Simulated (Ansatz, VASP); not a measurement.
# CO2: VASP beside Ansatz

Wanted: the spread between two codes on one cell, functional and k mesh. The cell is taken from a series of runs on this material, whose earlier steps may have relaxed, scaled, displaced or heated it; both programs get it as it stands.

Program: Ansatz 0.2.0. Level of theory: plane waves, with VASP 6.6.1 beside it; zone-centre phonons at LDA. Results are calculated unless marked as measured.

**1. The starting structure**

The structure is tetragonal, space group I-42d (No. 122). The conventional cell has a = 3.842 Å, b = 3.842 Å, c = 5.887 Å, α = 90.00°, β = 90.00°, γ = 90.00°. C has 4 O at 1.38 Å nearest. Nearest to O lie 2 C at 1.38 Å. Farther neighbours and most contacts between anions are not listed.

Structure file:

```
C O
1.0
    -1.92099    1.92099    2.94330
     1.92099   -1.92099    2.94330
     1.92099    1.92099   -2.94330
C O
2 4
Direct
  0.75000 0.25000 0.50000
  0.00000 0.00000 0.00000
  0.70323 0.12500 0.07823
  0.04677 0.62500 0.92177
  0.37500 0.29677 0.42177
  0.87500 0.95323 0.57823
```

**2. VASP: zone-centre phonons, LDA**

Second derivatives magnify differences that forces hide, and they need a tight electronic threshold.

Lines of VASP's logs that name or quote its potential files are left out, and so is its time.

INCAR

```
SYSTEM = CO2
PREC = Accurate
ENCUT = 600
EDIFF = 1E-08
NELM = 120
ISMEAR = 0
SIGMA = 0.01
LREAL = .FALSE.
ALGO = Normal
GGA = CA
NBANDS = 22
LORBIT = 11
LWAVE = .FALSE.
LCHARG = .FALSE.
ISIF = 2
IBRION = 8
LASPH = .TRUE.
GGA_COMPAT = .FALSE.
EFERMI = MIDGAP
KPAR = 2
```

POSCAR

```
CO2
1.0
   -1.9209887298      1.9209887298      2.9432989430
    1.9209887298     -1.9209887298      2.9432989430
    1.9209887298      1.9209887298     -2.9432989430
C O
2 4
Direct
    0.7500000000      0.2500000000      0.5000000000
    0.0000000000      0.0000000000      0.0000000000
    0.7032256337      0.1250000000      0.0782256337
    0.0467743663      0.6250000000      0.9217743663
    0.3750000000      0.2967743663      0.4217743663
    0.8750000000      0.9532256337      0.5782256337
```

KPOINTS

```
Automatic mesh
0
Gamma
8 8 8
0 0 0
```

Potentials, in the order of the species: C and O (LDA family, release 64).

Run with:

```bash
mpirun -np 2 vasp_std
```

Numbers of over 12 decimals in the logs are rounded to 6 here.

Output:

```text
[banner, memory and clock lines left out]
running    2 mpi-ranks, on    1 nodes
 distrk:  each k-point on    1 cores,    2 groups
 distr:  one band on    1 cores,    1 groups

 POSCAR found type information on POSCAR C O
 POSCAR found :  2 types and       6 ions
 LDA part: xc-table for (Slater(with rela. corr.)+CA(PZ))
 , standard interpolation
 POSCAR, INCAR and KPOINTS ok, starting setup
 FFT: planning ... GRIDC
 FFT: planning ... GRID_SOFT
 FFT: planning ... GRID
 WAVECAR not read
 entering main loop
       N       E                     dE             d eps       ncg     rms          rms(c)
DAV:   1     0.178987552239E+03    0.17899E+03   -0.20800E+04  2596   0.164E+03
DAV:   2    -0.438829173675E+02   -0.22287E+03   -0.21549E+03  3392   0.342E+02
DAV:   3    -0.522530125989E+02   -0.83701E+01   -0.83297E+01  3304   0.677E+01
DAV:   4    -0.523369282011E+02   -0.83916E-01   -0.83795E-01  3202   0.754E+00
DAV:   5    -0.523382608769E+02   -0.13327E-02   -0.13323E-02  3280   0.912E-01    0.130E+01
DAV:   6    -0.492737881424E+02    0.30645E+01   -0.88178E+00  3154   0.228E+01    0.520E+00
DAV:   7    -0.491687139483E+02    0.10507E+00   -0.64761E-01  3178   0.604E+00    0.280E+00
DAV:   8    -0.491182604285E+02    0.50454E-01   -0.88301E-02  2986   0.260E+00    0.498E-01
DAV:   9    -0.491144709055E+02    0.37895E-02   -0.17604E-02  3130   0.110E+00    0.195E-01
DAV:  10    -0.491142499548E+02    0.22095E-03   -0.18677E-03  3190   0.350E-01    0.555E-02
DAV:  11    -0.491142101401E+02    0.39815E-04   -0.14301E-04  3208   0.929E-02    0.183E-02
DAV:  12    -0.491142102759E+02   -0.13582E-06   -0.12383E-05  3178   0.283E-02    0.348E-03
DAV:  13    -0.491142102708E+02    0.50713E-08   -0.19472E-06  3160   0.999E-03    0.211E-03
DAV:  14    -0.491142102097E+02    0.61095E-07   -0.22273E-07  3196   0.403E-03    0.684E-04
DAV:  15    -0.491142102076E+02    0.21196E-08   -0.28063E-08  3074   0.119E-03
   1 F= -.49114210E+02 E0= -.49114210E+02  d E =0.000000E+00
 Linear response reoptimize wavefunctions to high precision
DAV:   1    -0.491142102073E+02    0.25602E-09   -0.94572E-10  2120   0.236E-04
DAV:   2    -0.491142102074E+02   -0.47294E-10   -0.10177E-10  1790   0.760E-05
 Linear response DOF=           5
 Linear response progress:
  Degree of freedom:   1/  5
       N       E                     dE             d eps       ncg     rms          rms(c)
RMM:   1    -0.125911484956E+00   -0.12591E+00    0.23754E-01 32710   0.304E+00
RMM:   2    -0.108198373310E+00    0.17713E-01   -0.93129E-03 20078   0.785E-01    0.199E-01
RMM:   3    -0.107713315614E+00    0.48506E-03   -0.46468E-04 20734   0.139E-01    0.119E-01
RMM:   4    -0.107547132950E+00    0.16618E-03   -0.15032E-04 20000   0.967E-02    0.307E-02
RMM:   5    -0.107577243615E+00   -0.30111E-04   -0.18294E-05 20673   0.303E-02    0.646E-03
RMM:   6    -0.107558681566E+00    0.18562E-04   -0.10585E-06 20515   0.755E-03    0.108E-03
RMM:   7    -0.107561021248E+00   -0.23397E-05   -0.65627E-07 21086   0.207E-03    0.553E-04
RMM:   8    -0.107560023041E+00    0.99821E-06   -0.19290E-07 20765   0.620E-04    0.811E-05
RMM:   9    -0.107560136830E+00   -0.11379E-06   -0.26097E-08 21060   0.160E-04    0.345E-05
RMM:  10    -0.107560236936E+00   -0.10011E-06    0.15264E-09 20973   0.718E-05    0.805E-06
RMM:  11    -0.107560237138E+00   -0.20237E-09    0.68536E-10 21213   0.275E-05    0.260E-06
 first order change of Fermi-energy   0.85933E-06
 force on displaced ion       1 direction 1 : -38.355   0.001  -0.003
 Linear response progress:
  Degree of freedom:   2/  5
       N       E                     dE             d eps       ncg     rms          rms(c)
RMM:   1    -0.117397181648E+00   -0.11740E+00    0.25251E-01 18517   0.292E+00
RMM:   2    -0.107255096019E+00    0.10142E-01   -0.76983E-03 11372   0.714E-01    0.194E-01
RMM:   3    -0.106647346271E+00    0.60775E-03   -0.56808E-04 11953   0.142E-01    0.114E-01
RMM:   4    -0.106403237937E+00    0.24411E-03   -0.19201E-04 11567   0.953E-02    0.310E-02
RMM:   5    -0.106409353343E+00   -0.61154E-05   -0.24512E-05 11956   0.286E-02    0.749E-03
RMM:   6    -0.106401885229E+00    0.74681E-05   -0.26595E-06 11761   0.792E-03    0.956E-04
RMM:   7    -0.106401520541E+00    0.36469E-06   -0.25054E-07 12214   0.165E-03    0.477E-04
RMM:   8    -0.106400643095E+00    0.87745E-06    0.17448E-07 11868   0.578E-04    0.628E-05
RMM:   9    -0.106400825037E+00   -0.18194E-06    0.77600E-08 12218   0.157E-04    0.359E-05
RMM:  10    -0.106400828435E+00   -0.33979E-08    0.36857E-08 11998   0.809E-05    0.585E-06
 first order change of Fermi-energy   0.97820E-05
 force on displaced ion       1 direction 3 :  -0.000  -0.000 -39.721
 Linear response progress:
  Degree of freedom:   3/  5
       N       E                     dE             d eps       ncg     rms          rms(c)
RMM:   1    -0.374593006460E+00   -0.37459E+00    0.34531E-01 24130   0.412E+00
RMM:   2    -0.356827604871E+00    0.17765E-01   -0.13580E-02 19418   0.822E-01    0.319E-01
RMM:   3    -0.357762178199E+00   -0.93457E-03   -0.18850E-03 19982   0.257E-01    0.168E-01
RMM:   4    -0.359301409453E+00   -0.15392E-02   -0.73249E-04 19804   0.152E-01    0.521E-02
RMM:   5    -0.359674398589E+00   -0.37299E-03   -0.58631E-05 21210   0.408E-02    0.141E-02
RMM:   6    -0.359687767820E+00   -0.13369E-04   -0.82603E-07 21390   0.728E-03    0.428E-03
RMM:   7    -0.359672368265E+00    0.15400E-04    0.11471E-06 20956   0.318E-03    0.433E-04
RMM:   8    -0.359670766271E+00    0.16020E-05    0.65053E-08 21626   0.638E-04    0.113E-04
RMM:   9    -0.359670848572E+00   -0.82301E-07    0.17312E-09 21571   0.128E-04    0.323E-05
RMM:  10    -0.359670988829E+00   -0.14026E-06    0.56025E-09 21602   0.544E-05    0.454E-06
RMM:  11    -0.359670951636E+00    0.37193E-07    0.10647E-08 21542   0.313E-05    0.174E-06
RMM:  12    -0.359670971784E+00   -0.20148E-07    0.39230E-09 19324   0.255E-05    0.329E-07
RMM:  13    -0.359670969536E+00    0.22480E-08   -0.11104E-08 13929   0.244E-05    0.823E-08
 first order change of Fermi-energy  -0.95485E-05
 force on displaced ion       3 direction 1 : -34.614  -0.001  17.028
 Linear response progress:
  Degree of freedom:   4/  5
       N       E                     dE             d eps       ncg     rms          rms(c)
RMM:   1    -0.379843122380E+00   -0.37984E+00    0.18521E-01 15049   0.395E+00
RMM:   2    -0.355444192291E+00    0.24399E-01   -0.12611E-02 11486   0.760E-01    0.341E-01
RMM:   3    -0.355514243166E+00   -0.70051E-04   -0.50500E-03 11449   0.424E-01    0.138E-01
RMM:   4    -0.356227732476E+00   -0.71349E-03   -0.21426E-04 11174   0.919E-02    0.732E-02
RMM:   5    -0.357008296792E+00   -0.78056E-03   -0.11092E-04 10690   0.642E-02    0.141E-02
RMM:   6    -0.357017965899E+00   -0.96691E-05   -0.20261E-05 11926   0.147E-02    0.397E-03
RMM:   7    -0.357002907285E+00    0.15059E-04   -0.11676E-06 11720   0.415E-03    0.715E-04
RMM:   8    -0.357003592313E+00   -0.68503E-06    0.11547E-06 12205   0.118E-03    0.305E-04
RMM:   9    -0.357002597075E+00    0.99524E-06   -0.39238E-07 12027   0.487E-04    0.745E-05
RMM:  10    -0.357002594139E+00    0.29359E-08    0.22849E-09 12244   0.908E-05    0.197E-05
 first order change of Fermi-energy   0.70688E+00
 force on displaced ion       3 direction 2 :   0.000 -29.720   0.000
 Linear response progress:
  Degree of freedom:   5/  5
       N       E                     dE             d eps       ncg     rms          rms(c)
RMM:   1    -0.374079847796E+00   -0.37408E+00    0.25269E-01 24146   0.397E+00
RMM:   2    -0.360309135636E+00    0.13771E-01   -0.12627E-02 19404   0.753E-01    0.277E-01
RMM:   3    -0.361478235083E+00   -0.11691E-02   -0.13509E-03 19772   0.224E-01    0.147E-01
RMM:   4    -0.363132386652E+00   -0.16542E-02   -0.55406E-04 19094   0.143E-01    0.416E-02
RMM:   5    -0.363472683622E+00   -0.34030E-03   -0.26569E-05 20818   0.361E-02    0.111E-02
RMM:   6    -0.363478213560E+00   -0.55299E-05   -0.36891E-06 20870   0.848E-03    0.186E-03
RMM:   7    -0.363473144839E+00    0.50687E-05   -0.12812E-07 20960   0.198E-03    0.392E-04
RMM:   8    -0.363472200087E+00    0.94475E-06    0.23640E-07 21338   0.492E-04    0.141E-04
RMM:   9    -0.363471757558E+00    0.44253E-06   -0.12383E-08 21346   0.157E-04    0.359E-05
RMM:  10    -0.363471807057E+00   -0.49500E-07   -0.57991E-10 21247   0.525E-05    0.822E-06
RMM:  11    -0.363471800869E+00    0.61888E-08   -0.64783E-09 21326   0.312E-05    0.185E-06
 first order change of Fermi-energy   0.14638E-04
 force on displaced ion       3 direction 3 :  17.028   0.005 -25.817
 Linear response finished
```

Parts of OUTCAR (step 2):

```text
ion  position               nearest neighbor table
   1  0.750  0.250  0.500-   3 1.38   4 1.38   5 1.38   6 1.38
   2  0.000  0.000  0.000-   3 1.38   4 1.38   5 1.38   6 1.38
   3  0.703  0.125  0.078-   1 1.38   2 1.38
   4  0.047  0.625  0.922-   1 1.38   2 1.38
   5  0.375  0.297  0.422-   1 1.38   2 1.38
   6  0.875  0.953  0.578-   1 1.38   2 1.38

  LATTYP: Found a body centered tetragonal cell.
 ALAT       =     3.8419774596
 C/A-ratio  =     1.5321791832

 Subroutine GETGRP returns: Found  8 space group operations
 (whereof  4 operations were pure point group operations)

The static configuration has the point symmetry S_4 .
 The point group associated with its full space group is D_2d.

 Found     59 irreducible k-points:

   k-points           NKPTS =     59   k-points in BZ     NKDIM =     59   number of bands    NBANDS=     22

   dimension x,y,z NGX =    32 NGY =   32 NGZ =   32
   dimension x,y,z NGXF=    64 NGYF=   64 NGZF=   64

   ENCUT  =  600.0 eV  44.10 Ry    6.64 a.u.   8.00  8.00  8.00*2*pi/ulx,y,z

   NELECT =      32.0000    total number of electrons

 k-points in reciprocal lattice and weights: Automatic mesh
   0.00000000  0.00000000  0.00000000       0.002
   0.12500000  0.00000000  0.00000000       0.016
   0.25000000  0.00000000  0.00000000       0.016
   0.37500000 -0.00000000  0.00000000       0.016
   0.50000000  0.00000000  0.00000000       0.008
   0.12500000  0.12500000  0.00000000       0.016
   0.25000000  0.12500000 -0.00000000       0.031
   0.37500000  0.12500000  0.00000000       0.031
   0.50000000  0.12500000  0.00000000       0.031
[...]
-0.37500000 -0.37500000  0.37500000       0.004
   0.50000000  0.50000000  0.50000000       0.002

 average (electrostatic) potential at core
       1 -58.7393       2 -58.7393       3 -72.9440       4 -72.9440       5 -72.9440
       6 -72.9440

 Eigenvectors and eigenvalues of the dynamical matrix
 ----------------------------------------------------

   1 f  =   33.887041 THz   212.918557 2PiTHz 1130.350011 cm-1   140.145477 meV
             X         Y         Z           dx          dy          dz
     -0.000000  1.920989  1.471649    -0.000000    0.000000   -0.704608
      0.000000  0.000000  0.000000    -0.000000   -0.000000    0.704608
     -0.960494  1.261035  2.207474    -0.000000   -0.041996    0.000000
      2.881483  0.659953 -0.735825    -0.000000    0.041996   -0.000000
      0.659953  0.960494  0.735825    -0.041996   -0.000000    0.000000
      1.261035  0.960494  3.679124     0.041996   -0.000000    0.000000

   2 f  =   33.700942 THz   211.749267 2PiTHz 1124.142438 cm-1   139.375836 meV
             X         Y         Z           dx          dy          dz
     -0.000000  1.920989  1.471649     0.000000    0.000000   -0.000000
      0.000000  0.000000  0.000000    -0.000000   -0.000000    0.000000
     -0.960494  1.261035  2.207474    -0.374357   -0.000000    0.331447
      2.881483  0.659953 -0.735825     0.374357   -0.000000    0.331447
      0.659953  0.960494  0.735825     0.000000   -0.374357   -0.331447
      1.261035  0.960494  3.679124     0.000000    0.374357   -0.331447

   3 f  =   32.846822 THz   206.382670 2PiTHz 1095.652051 cm-1   135.843480 meV
             X         Y         Z           dx          dy          dz
     -0.000000  1.920989  1.471649     0.629010    0.134623   -0.000000
      0.000000  0.000000  0.000000    -0.404076    0.500499    0.000000
     -0.960494  1.261035  2.207474    -0.001106   -0.272030   -0.018071
      2.881483  0.659953 -0.735825    -0.001106   -0.272030    0.018071
      0.659953  0.960494  0.735825    -0.096342   -0.003124    0.051024
      1.261035  0.960494  3.679124    -0.096342   -0.003124   -0.051024

   4 f  =   32.846822 THz   206.382670 2PiTHz 1095.652051 cm-1   135.843480 meV
             X         Y         Z           dx          dy          dz
     -0.000000  1.920989  1.471649     0.134623   -0.629010   -0.000000
      0.000000  0.000000  0.000000     0.500499    0.404076    0.000000
     -0.960494  1.261035  2.207474    -0.003124    0.096342   -0.051024
      2.881483  0.659953 -0.735825    -0.003124    0.096342    0.051024
      0.659953  0.960494  0.735825    -0.272030    0.001106   -0.018071
      1.261035  0.960494  3.679124    -0.272030    0.001106    0.018071

   5 f  =   29.242454 THz   183.735759 2PiTHz  975.423281 cm-1   120.937019 meV
             X         Y         Z           dx          dy          dz
     -0.000000  1.920989  1.471649     0.000000    0.000000    0.422928
      0.000000  0.000000  0.000000     0.000000   -0.000000    0.422928
     -0.960494  1.261035  2.207474     0.356333   -0.000000   -0.183284
      2.881483  0.659953 -0.735825    -0.356333   -0.000000   -0.183284
      0.659953  0.960494  0.735825     0.000000   -0.356333   -0.183284
      1.261035  0.960494  3.679124     0.000000    0.356333   -0.183284

   6 f  =   28.901177 THz   181.591453 2PiTHz  964.039506 cm-1   119.525611 meV
             X         Y         Z           dx          dy          dz
     -0.000000  1.920989  1.471649    -0.146520    0.450011   -0.000000
      0.000000  0.000000  0.000000     0.268389    0.389802   -0.000000
     -0.960494  1.261035  2.207474    -0.058614    0.039956    0.047153
      2.881483  0.659953 -0.735825    -0.058614    0.039956   -0.047153
      0.659953  0.960494  0.735825     0.005798   -0.403915   -0.324939
      1.261035  0.960494  3.679124     0.005798   -0.403915    0.324939

   7 f  =   28.901177 THz   181.591453 2PiTHz  964.039506 cm-1   119.525611 meV
             X         Y         Z           dx          dy          dz
     -0.000000  1.920989  1.471649     0.450011    0.146520   -0.000000
      0.000000  0.000000  0.000000     0.389802   -0.268389   -0.000000
     -0.960494  1.261035  2.207474    -0.403915   -0.005798    0.324939
      2.881483  0.659953 -0.735825    -0.403915   -0.005798   -0.324939
      0.659953  0.960494  0.735825     0.039956    0.058614    0.047153
      1.261035  0.960494  3.679124     0.039956    0.058614   -0.047153

   8 f  =   25.913700 THz   162.820577 2PiTHz  864.387977 cm-1   107.170402 meV
             X         Y         Z           dx          dy          dz
     -0.000000  1.920989  1.471649    -0.250369   -0.393307   -0.000000
      0.000000  0.000000  0.000000    -0.250370    0.393307   -0.000000
     -0.960494  1.261035  2.207474    -0.184200    0.000000    0.296359
      2.881483  0.659953 -0.735825    -0.184200    0.000000   -0.296359
      0.659953  0.960494  0.735825     0.401081   -0.000000   -0.000000
      1.261035  0.960494  3.679124     0.401081   -0.000000    0.000000

   9 f  =   25.913700 THz   162.820577 2PiTHz  864.387977 cm-1   107.170402 meV
             X         Y         Z           dx          dy          dz
     -0.000000  1.920989  1.471649     0.393307   -0.250369    0.000000
      0.000000  0.000000  0.000000    -0.393307   -0.250370    0.000000
     -0.960494  1.261035  2.207474     0.000000    0.401081   -0.000000
      2.881483  0.659953 -0.735825     0.000000    0.401081    0.000000
      0.659953  0.960494  0.735825    -0.000000   -0.184200   -0.296359
      1.261035  0.960494  3.679124    -0.000000   -0.184200    0.296359

  10 f  =   24.092307 THz   151.376426 2PiTHz  803.632842 cm-1    99.637729 meV
             X         Y         Z           dx          dy          dz
     -0.000000  1.920989  1.471649    -0.000000   -0.000000   -0.059392
      0.000000  0.000000  0.000000    -0.000000    0.000000    0.059392
     -0.960494  1.261035  2.207474     0.000000    0.498233    0.000000
      2.881483  0.659953 -0.735825    -0.000000   -0.498233   -0.000000
      0.659953  0.960494  0.735825     0.498233   -0.000000   -0.000000
      1.261035  0.960494  3.679124    -0.498233    0.000000    0.000000

  11 f  =   21.219691 THz   133.327252 2PiTHz  707.812711 cm-1    87.757552 meV
             X         Y         Z           dx          dy          dz
     -0.000000  1.920989  1.471649    -0.000000    0.000000    0.429661
      0.000000  0.000000  0.000000     0.000000    0.000000    0.429661
     -0.960494  1.261035  2.207474    -0.350752   -0.000000   -0.186195
      2.881483  0.659953 -0.735825     0.350752   -0.000000   -0.186195
      0.659953  0.960494  0.735825     0.000000    0.350752   -0.186195
      1.261035  0.960494  3.679124    -0.000000   -0.350752   -0.186195

  12 f  =   20.029832 THz   125.851146 2PiTHz  668.123276 cm-1    82.836691 meV
             X         Y         Z           dx          dy          dz
     -0.000000  1.920989  1.471649     0.000000    0.000000   -0.000000
      0.000000  0.000000  0.000000     0.000000    0.000000   -0.000000
     -0.960494  1.261035  2.207474     0.000000   -0.500000    0.000000
      2.881483  0.659953 -0.735825    -0.000000    0.500000    0.000000
      0.659953  0.960494  0.735825     0.500000   -0.000000    0.000000
      1.261035  0.960494  3.679124    -0.500000    0.000000    0.000000

  13 f  =   16.556074 THz   104.024883 2PiTHz  552.251193 cm-1    68.470391 meV
             X         Y         Z           dx          dy          dz
     -0.000000  1.920989  1.471649     0.000000   -0.000000   -0.000000
      0.000000  0.000000  0.000000    -0.000000   -0.000000   -0.000000
     -0.960494  1.261035  2.207474     0.331447   -0.000000    0.374357
      2.881483  0.659953 -0.735825    -0.331447   -0.000000    0.374357
      0.659953  0.960494  0.735825    -0.000000    0.331447   -0.374357
      1.261035  0.960494  3.679124     0.000000   -0.331447   -0.374357
    [... 43 further lines ...]
      0.659953  0.960494  0.735825     0.000000   -0.000004    0.426308
      1.261035  0.960494  3.679124     0.000000    0.000004    0.426308

 ELASTIC MODULI CONTR FROM IONIC RELAXATION (kBar)
 Direction    XX          YY          ZZ          XY          YZ          ZX
 --------------------------------------------------------------------------------
 XX       -2576.4385  -1372.2649  -1070.8215     -0.0000     -0.0000      0.0000
 YY       -1372.2649  -2576.4385  -1070.8215     -0.0000      0.0000     -0.0000
 ZZ       -1070.8215  -1070.8215   -580.7773     -0.0000      0.0000      0.0000
 XY          -0.0000     -0.0000     -0.0000  -1234.0341      0.0000     -0.0000
 YZ          -0.0000      0.0000      0.0000      0.0000  -1444.7986      0.0000
 ZX           0.0000     -0.0000      0.0000     -0.0000      0.0000  -1427.6982
 --------------------------------------------------------------------------------
```

[end of part 1 of 2]

[Lines on the potential files, build, host, timing and source positions are cut from VASP's logs without a mark.]

[Logs are printed without paths, hosts, clocks, repeated set-up lines and the standing remarks that a program may print on its own settings, such as how far it seeks lower states.]

[Hosts, paths, dates, database ids (printed as entryN), source tags and the programs' standing remarks are cut or masked in the printed files.]
